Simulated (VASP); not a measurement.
A convergence study with VASP on AgCl (rock salt): one setting is varied, all else stays as given below, so the limit is that of these other settings. Each run relaxes cell and ions from the cell shown.

```
AgCl
1.0
    0.00000     2.77500     2.77500
    2.77500     0.00000     2.77500
    2.77500     2.77500     0.00000
Ag Cl
1 1
Direct
  0.00000   0.00000   0.00000
  0.50000   0.50000   0.50000
```

Method: PBE GGA, VASP's PBE PAW potentials (set 64) (plane waves; VASP). The tightest run used: 550 eV cut-off, 12×12×12 Γ-centred mesh, Gaussian smearing of 0.050 eV, potentials Ag Cl.

Gaps are read on the run's mesh, which can miss a band edge.

```
setting     relaxed volume (Å³/atom)  E (eV/atom)  gap on the mesh (eV)  irreducible k-points
----------  ------------------------  -----------  --------------------  --------------------
2×2×2 mesh                    24.783      -2.4060                 0.893                     3
3×3×3 mesh                    22.260      -2.6734                 1.269                     4
4×4×4 mesh                    22.090      -2.6947                 0.917                     8
```

Question: These are the cheaper rows. Estimate the results at 12×12×12 mesh, and how far the last row shown lies from them.

Answer: 
```tsv
quantity	tightest run	last row shown is off by
relaxed volume (Å³/atom)	22.020	0.070
E (eV/atom)	-2.7003	0.0055
gap on the mesh (eV)	0.919	-0.002
```

Left out are rungs that failed or repeat a setting and relaxations that didn't move; long series are thinned to 24 rows.

The compound is AgCl in the rock salt structure.
